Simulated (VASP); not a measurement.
Input for VASP

### INCAR
```
ALGO = Normal
EDIFF = 1E-7
ENCUT = 520
GGA = PE
ISIF = 2
ISMEAR = 0
IVDW = 12
LASPH = .True.
LCHARG = .False.
LMAXMIX = 4
LREAL = .False.
LWAVE = .False.
NELM = 100
PREC = Accurate
SIGMA = 0.05
SYSTEM = BAs
```

### POSCAR
```
BAs
1
    0.0000000000     2.4095211230     2.4095211230
    2.4095211230     0.0000000000     2.4095211230
    2.4095211230     2.4095211230     0.0000000000
B As
1 1
Direct
  0.0000000000   0.0000000000   0.0000000000
  0.2500000000   0.2500000000   0.2500000000
```

File KPOINTS:
```
Automatic mesh
0
Gamma
10 10 10
0 0 0
```

POTCAR, in this order: B As (PBE.64 set). Program: vasp_std.

Problem. Translate this PBE-D3(BJ) calculation to Ansatz.

Solution. One equivalent input (not run):
Ansatz 0.2 input:
```yaml
crystal:
  lattice:
    - [0.0000000, 2.4095211, 2.4095211]
    - [2.4095211, 0.0000000, 2.4095211]
    - [2.4095211, 2.4095211, 0.0000000]
  atoms:
    - { symbol: B, position: [0.0000000, 0.0000000, 0.0000000] }
    - { symbol: As, position: [0.2500000, 0.2500000, 0.2500000] }
kpoints:
  mp_grid: { grid: [10, 10, 10] }
hamiltonian:
  xc: pbe
  dispersion: d3bj
  pseudopotentials: { kind: paw }
scf:
  occupations: { method: gaussian, width: 0.05 }
  max_iter: 100
output: { forces: true, stress: true, eigenvalues: true }
```
Limits of the translation: each code has its own PAW files, so the cut-off isn't converted (ENCUT is set for VASP's; basis.ecutwfc is left out, and Ansatz then takes the one that its files recommend); Ansatz stops its SCF on the density residual and VASP on the energy change (EDIFF).

The compound is BAs in the zinc blende structure. This cell is one point of a volume scan, at 1.03 of the reference volume.
